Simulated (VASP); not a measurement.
Wanted: the native input for a VASP 6.6.1 run.

```yaml
Task: relaxation of cell and atoms
Functional: r2SCAN
Potentials_or_basis: VASP PAW PBE potentials, release 64 (Ga_d)
Cutoff: 600 eV
k_mesh: 12 × 12 × 10
Occupations: methfessel-paxton, width 0.1 eV
Spin: no spin polarisation
Further_INCAR_settings: ALGO = Normal; EDIFF = 1e-07; IBRION = 2; EDIFFG = -0.005; NSW = 90; ISIF = 3
```

The structure of Ga lies in POSCAR:

```
Ga                                      
1.0
    2.2407310593     -3.7986530604     -0.0000000000
    2.2407310593      3.7986530604      0.0000000000
    0.0000000000     -0.0000000000      4.5092123489
  Ga            
     4
Direct
     0.8441550912510248    0.1558449087489753    0.0848776138010704
     0.6558449087489752    0.3441550912510247    0.5848776138010704
     0.1558449087489753    0.8441550912510248    0.9151223861989296
     0.3441550912510247    0.6558449087489752    0.4151223861989295
```

One way to write it, as run:

INCAR

```
SYSTEM = Ga
PREC = Accurate
ENCUT = 600
EDIFF = 1E-7
ISMEAR = 1
SIGMA = 0.1
LREAL = .False.
LASPH = .True.
NELM = 80
ALGO = Normal
ISIF = 3
LWAVE = .False.
LCHARG = .False.
METAGGA = R2SCAN
LMIXTAU = .True.
IBRION = 2
NSW = 90
EDIFFG = -0.005
KPAR = 2
```

KPOINTS

```
Automatic mesh
0
Gamma
  12 12 10
  0 0 0
```

Potentials or basis: VASP PAW PBE potentials, release 64 (Ga_d).

Launch:

```sh
$ cat potpaw_PBE.64/Ga_d/POTCAR > POTCAR
$ mpirun -np 2 vasp_std > vasp.out
```

Results of the run:

```yaml
Relaxed_volume: 19.20 Å³/atom
Relaxed_cell: a = 4.410 Å, b = 4.410 Å, c = 4.513 Å, α = 90.00°, β = 90.00°, γ = 118.96°
Space_group_after_relaxing_to_0.05_Å: Cmce (No. 64)
Energy_gained_by_relaxing: 0.0 meV/atom
Ionic_steps: 3
Pressure_after_relaxing: 0.0 GPa
Largest_force_after_relaxing: 0.003 eV/Å
Band_gap_on_the_k_mesh: none (metal or under the smearing width)
```

Caveat: the PAW data sets were made with another functional, which shifts forces and pressure a little.

Run time: 18 min on 2 MPI ranks on Intel(R) Xeon(R) 6975P-C (Granite Rapids), on a shared host, peak memory 0.63 GiB a rank.
